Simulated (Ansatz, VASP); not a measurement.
## SrCr2N2 in VASP and in Ansatz

INCAR

```
PREC = Accurate ; ENCUT = 520
EDIFF = 1E-7 ; ISMEAR = -1
SIGMA = 0.05 ; LREAL = False
LASPH = True ; NELM = 150
ALGO = Normal ; ISIF = 2
LWAVE = False ; LCHARG = False
ISPIN = 2 ; MAGMOM = 0 3 3 0 0
LORBIT = 11 ; LMAXMIX = 4
GGA = PE ; NBANDS = 34
```

Contents of KPOINTS:

```
Automatic mesh
0
Gamma
  9 9 4
```

File POSCAR:

```
SrCr2N2
1.0
    3.3196892269      0.0000000000      0.0000000000
   -1.6598446134      2.8749352031      0.0000000000
    0.0000000000      0.0000000000      6.5462810131
Sr Cr N
1 2 2
Direct
    0.0103840000     -0.0001060000      0.5086510000
    0.3261590000      0.6672120000      0.8903760000
    0.6619150000      0.3368530000      0.1142330000
    0.3205220000      0.6602270000      0.1929100000
    0.6506880000      0.3279740000      0.8076290000
```

File input.yaml:

```yaml
crystal:
  lattice:
    - [3.3196892269, 0.0, 0.0]
    - [-1.6598446134, 2.8749352031, 0.0]
    - [0.0, 0.0, 6.5462810131]
  atoms:
    - { symbol: Sr, position: [0.010384, -0.000106, 0.508651] }
    - { symbol: Cr, position: [0.326159, 0.667212, 0.890376], spin: 3.0 }
    - { symbol: Cr, position: [0.661915, 0.336853, 0.114233], spin: 3.0 }
    - { symbol: "N", position: [0.320522, 0.660227, 0.19291] }
    - { symbol: "N", position: [0.650688, 0.327974, 0.807629] }
hamiltonian:
  xc: pbe
  pseudopotentials: { kind: paw }
magnetization:
  spin_polarized: true
kpoints:
  mp_grid: { grid: [9, 9, 4] }
scf:
  occupations: { method: fermi_dirac, width: 0.05 }
output:
  forces: true
  stress: true
  eigenvalues: true
```

Change from the starting cell: atoms moved at random, drawn with an rms of 0.05 Å.

Alike in both runs: task single point; functional PBE; k mesh 9 × 9 × 4; occupations fermi-dirac, width 0.05 eV; collinear spin, ferromagnetic start.

```csv
,VASP,Ansatz
version,VASP 6.6.1,Ansatz 0.2.0
potentials or method,"VASP PAW PBE potentials, release 64 (Sr_sv, Cr_pv, N)",Ansatz PAW
plane-wave cutoff (eV),520,420
valence electrons in the cell,44,48
```

```tsv
	VASP	Ansatz	Ansatz less VASP
gap on the k mesh at the Fermi level (eV)	none	none	-
pressure (GPa)	0.4	-0.1	-0.53
largest component of the traceless stress (GPa)	0.93	0.97	+0.036
rms of the force components (eV/Å)	0.203	0.197	-0.0068
net moment per atom (μB)	0.16	0.16	-0.001
size of the moment on the site where the two differ most (μB)	0.48	0.40	-0.080
```

Site moments also hang on the region over which each program counts them. Atom by atom the forces differ by 0.016 eV/Å (rms over components). A gap of «none» marks a metal or a gap that the smearing closes. With one functional, cell and mesh, what is left measures potentials, basis and numerics. The two sets of potentials don't hold the same shells in valence.

Caveats: the pressure holds a Pulay correction of +0.3 GPa for the finite cutoff (Ansatz).
